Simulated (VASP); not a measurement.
```xyz
2
Lattice="0.0000 2.2092 2.2092 2.2092 0.0000 2.2092 2.2092 2.2092 0.0000" Properties=species:S:1:pos:R:3 pbc="T T T"
Nb     0.0000     0.0000     0.0000
N      2.2092     2.2092     2.2092
```

These are PBE GGA, VASP's PBE PAW potentials (set 64) (plane waves; VASP) values and carry that method's errors. Settings: 520 eV cut-off, Gaussian smearing of 0.050 eV, potentials Nb_sv N.

Question: Give the energies of bands 6 to 12 at the high-symmetry points, in eV from the Fermi level.

Answer: 
| band | Γ | X | U | L | W |
|---|---|---|---|---|---|
| 6 | -3.28 | -5.71 | -6.72 | -9.00 | -6.57 |
| 7 | -3.28 | -4.93 | -5.93 | -6.93 | -5.95 |
| 8 | -3.28 | -3.95 | -5.55 | -6.93 | -5.95 |
| 9 | -1.95 | -3.95 | -1.86 | 1.45 | -0.09 |
| 10 | -1.95 | 1.57 | 1.95 | 1.45 | -0.09 |
| 11 | -1.95 | 2.73 | 2.12 | 1.94 | 2.74 |
| 12 | -0.13 | 2.73 | 3.96 | 4.49 | 3.34 |

It has no gap at this level: it comes out as a metal or semimetal.

The compound is NbN in the rock salt structure, the cubic δ form, which competes with hexagonal ones. It was relaxed first.
